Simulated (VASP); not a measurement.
These are modified Becke-Johnson potential (mBJ), VASP's PBE PAW potentials (set 64) (plane waves; VASP) values and carry that method's errors.

VASP input:

File KPOINTS:
```
Automatic mesh
0
Gamma
4 4 4
0 0 0
```

**KPOINTS_OPT**
```
k-points along high-symmetry lines
11
Line-mode
Reciprocal
  0.000000   0.000000   0.000000 ! GAMMA
  0.500000   0.000000   0.500000 ! X

  0.500000   0.000000   0.500000 ! X
  0.625000   0.250000   0.625000 ! U

  0.375000   0.375000   0.750000 ! K
  0.000000   0.000000   0.000000 ! GAMMA

  0.000000   0.000000   0.000000 ! GAMMA
  0.500000   0.500000   0.500000 ! L

  0.500000   0.500000   0.500000 ! L
  0.500000   0.250000   0.750000 ! W

  0.500000   0.250000   0.750000 ! W
  0.500000   0.000000   0.500000 ! X
```

POSCAR:
```
BaF2
1
    0.0000000000     3.1442183821     3.1442183821
    3.1442183821     0.0000000000     3.1442183821
    3.1442183821     3.1442183821     0.0000000000
Ba F
1 2
Direct
  0.0000000000   0.0000000000   0.0000000000
  0.2500000000   0.2500000000   0.2500000000
  0.7500000000   0.7500000000   0.7500000000
```

### INCAR
```
LASPH  =  .True.   # aspherical one-centre terms
LREAL  =  .False.
PREC  =  Accurate
ISIF  =  0
ENCUT  =  520   # plane-wave cut-off (eV)
LMAXMIX  =  4   # l cut-off of mixed one-centre charges
ISMEAR  =  0   # Gaussian
SIGMA  =  0.05
NELM  =  200   # most electronic steps
EDIFF  =  1E-6   # SCF stop (eV)
LMIXTAU  =  .True.
METAGGA  =  MBJ
LWAVE  =  .False.
ALGO  =  Normal
SYSTEM  =  BaF2
LCHARG  =  .False.
```

POTCAR, in this order: Ba_sv F (PBE.64 set). Program: vasp_std. Read from the step before: WAVECAR.

**OSZICAR**
```
...
DAV: 166     0.415091896500E+03    0.90907E+00   -0.17982E+01   264   0.400E+01    0.283E+00
DAV: 167     0.413053967813E+03   -0.20379E+01   -0.11153E+01   296   0.331E+01    0.274E+00
DAV: 168     0.171042926472E+03   -0.24201E+03   -0.21053E+03   424   0.295E+02    0.309E+01
DAV: 169     0.421632356483E+03    0.25059E+03   -0.12182E+03   312   0.255E+02    0.576E+00
DAV: 170     0.421087891238E+03   -0.54447E+00   -0.10522E+02   264   0.918E+01    0.171E+00
DAV: 171     0.413890517273E+03   -0.71974E+01   -0.16256E+01   288   0.381E+01    0.278E+00
DAV: 172     0.413862405533E+03   -0.28112E-01   -0.10262E+00   320   0.101E+01    0.292E+00
DAV: 173     0.410575928902E+03   -0.32865E+01   -0.42208E+00   336   0.150E+01    0.365E+00
DAV: 174     0.414654815733E+03    0.40789E+01   -0.14395E+01   256   0.304E+01    0.242E+00
DAV: 175     0.413413472007E+03   -0.12413E+01   -0.40275E-01   264   0.606E+00    0.271E+00
DAV: 176     0.414807425741E+03    0.13940E+01   -0.22819E+01   256   0.455E+01    0.301E+00
DAV: 177     0.414422783893E+03   -0.38464E+00   -0.37519E-01   336   0.562E+00    0.219E+00
DAV: 178     0.413330353885E+03   -0.10924E+01   -0.17488E+01   272   0.389E+01    0.261E+00
DAV: 179     0.412663303777E+03   -0.66705E+00   -0.11917E+00   320   0.830E+00    0.283E+00
DAV: 180     0.413570752931E+03    0.90745E+00   -0.13626E+00   256   0.107E+01    0.248E+00
DAV: 181     0.412193138201E+03   -0.13776E+01   -0.11642E+00   272   0.104E+01    0.287E+00
DAV: 182     0.412259962319E+03    0.66824E-01   -0.14394E-01   336   0.369E+00    0.282E+00
DAV: 183     0.408040375279E+03   -0.42196E+01   -0.93104E+00   328   0.250E+01    0.383E+00
DAV: 184     0.411866502254E+03    0.38261E+01   -0.10594E+01   256   0.237E+01    0.285E+00
DAV: 185     0.413503836586E+03    0.16373E+01   -0.20719E+01   272   0.434E+01    0.219E+00
DAV: 186     0.410258327634E+03   -0.32455E+01   -0.13248E+01   256   0.342E+01    0.263E+00
DAV: 187     0.409234555166E+03   -0.10238E+01   -0.15918E+01   264   0.372E+01    0.349E+00
DAV: 188     0.411730427588E+03    0.24959E+01   -0.34060E+00   256   0.171E+01    0.290E+00
DAV: 189     0.411788710992E+03    0.58283E-01   -0.13561E-01   384   0.260E+00    0.290E+00
DAV: 190     0.411228522070E+03   -0.56019E+00   -0.29930E-01   272   0.492E+00    0.306E+00
DAV: 191     0.412429400255E+03    0.12009E+01   -0.15557E+01   264   0.369E+01    0.211E+00
DAV: 192     0.413100405851E+03    0.67101E+00   -0.96991E-01   328   0.896E+00    0.142E+00
DAV: 193     0.411857539005E+03   -0.12429E+01   -0.16115E+01   280   0.384E+01    0.291E+00
DAV: 194     0.412316018443E+03    0.45848E+00   -0.28319E-01   344   0.382E+00    0.286E+00
DAV: 195     0.412409068908E+03    0.93050E-01   -0.15463E-02   328   0.114E+00    0.283E+00
DAV: 196     0.411477541593E+03   -0.93153E+00   -0.10166E+00   272   0.895E+00    0.306E+00
DAV: 197     0.410239382989E+03   -0.12382E+01   -0.11900E+00   304   0.861E+00    0.333E+00
DAV: 198     0.411831451746E+03    0.15921E+01   -0.24541E+00   256   0.127E+01    0.291E+00
DAV: 199     0.412032983624E+03    0.20153E+00   -0.93325E-02   336   0.229E+00    0.286E+00
DAV: 200     0.412008916088E+03   -0.24068E-01   -0.37081E-03   296   0.484E-01
   1 F= 0.41200892E+03 E0= 0.41200892E+03  d E =-.679783E-13
       N       E                     dE             ncg
       N       E                     dE             ncg
       N       E                     dE             ncg
       N       E                     dE             ncg
       N       E                     dE             ncg
       N       E                     dE             ncg
       N       E                     dE             ncg
       N       E                     dE             ncg
       N       E                     dE             ncg
```

Q: The electronic loop did not converge. What happens with NELM = 300, IMIX = 1, AMIX = 0.1?

A: The run did not converge; its last values are not results.
File OSZICAR:
```
...
DAV: 271     0.426060820212E+03    0.32023E+01   -0.88671E+01   256   0.918E+01    0.386E+00
DAV: 272     0.427187212529E+03    0.11264E+01   -0.30024E+01   312   0.530E+01    0.245E+00
DAV: 273    -0.115916653001E+03   -0.54310E+03   -0.56473E+03   368   0.879E+02    0.240E+01
DAV: 274     0.438345123342E+03    0.55426E+03   -0.20748E+03   360   0.308E+02    0.102E+01
DAV: 275     0.433689836996E+03   -0.46553E+01   -0.48230E+02   336   0.143E+02    0.420E+00
DAV: 276     0.431719961884E+03   -0.19699E+01   -0.39538E+01   272   0.505E+01    0.400E+00
DAV: 277     0.433785149780E+03    0.20652E+01   -0.26878E+01   256   0.612E+01    0.286E+00
DAV: 278     0.416760702824E+03   -0.17024E+02   -0.19249E+02   312   0.165E+02    0.600E+00
DAV: 279     0.431630006758E+03    0.14869E+02   -0.38253E+01   280   0.602E+01    0.372E+00
DAV: 280     0.432974699649E+03    0.13447E+01   -0.42881E+01   256   0.768E+01    0.396E+00
DAV: 281     0.431371528295E+03   -0.16032E+01   -0.91642E+00   296   0.320E+01    0.431E+00
DAV: 282     0.435913998689E+03    0.45425E+01   -0.19715E+02   256   0.128E+02    0.412E+00
DAV: 283     0.435479536754E+03   -0.43446E+00   -0.17982E+02   256   0.152E+02    0.367E+00
DAV: 284     0.432283963828E+03   -0.31956E+01   -0.18553E+02   256   0.122E+02    0.523E+00
DAV: 285     0.437865511645E+03    0.55815E+01   -0.12259E+02   256   0.114E+02    0.230E+00
DAV: 286     0.437725589986E+03   -0.13992E+00   -0.18866E+01   256   0.426E+01    0.179E+00
DAV: 287     0.437533062820E+03   -0.19253E+00   -0.23188E+00   256   0.184E+01    0.149E+00
DAV: 288     0.426185379772E+03   -0.11348E+02   -0.17155E+02   264   0.163E+02    0.442E+00
DAV: 289     0.438340806471E+03    0.12155E+02   -0.52685E+01   256   0.707E+01    0.209E+00
DAV: 290     0.431692174179E+03   -0.66486E+01   -0.14928E+02   256   0.111E+02    0.588E+00
DAV: 291    -0.951542397151E+03   -0.13832E+04   -0.17348E+04   320   0.233E+03    0.620E+01
DAV: 292     0.398021849971E+03    0.13496E+04   -0.84988E+03   352   0.536E+02    0.219E+01
DAV: 293     0.359286394896E+03   -0.38735E+02   -0.32210E+03   376   0.535E+02    0.258E+01
DAV: 294     0.422526538477E+03    0.63240E+02   -0.21694E+03   320   0.361E+02    0.115E+01
DAV: 295     0.444970451296E+03    0.22444E+02   -0.12651E+02   264   0.111E+02    0.102E+01
DAV: 296     0.446399072309E+03    0.14286E+01   -0.80436E+01   280   0.990E+01    0.480E+00
DAV: 297     0.444265996369E+03   -0.21331E+01   -0.86594E+00   320   0.224E+01    0.630E+00
DAV: 298     0.444491636326E+03    0.22564E+00   -0.58461E+00   256   0.264E+01    0.555E+00
DAV: 299     0.441081514872E+03   -0.34101E+01   -0.20746E+01   360   0.528E+01    0.469E+00
DAV: 300     0.443808418400E+03    0.27269E+01   -0.12173E+02   256   0.112E+02
   1 F= 0.44380842E+03 E0= 0.44380842E+03  d E =-.439736E-14
       N       E                     dE             ncg
       N       E                     dE             ncg
       N       E                     dE             ncg
       N       E                     dE             ncg
       N       E                     dE             ncg
       N       E                     dE             ncg
       N       E                     dE             ncg
       N       E                     dE             ncg
       N       E                     dE             ncg
```

The compound is BaF2 in the fluorite structure. The cell's shape comes from a PBE relaxation.
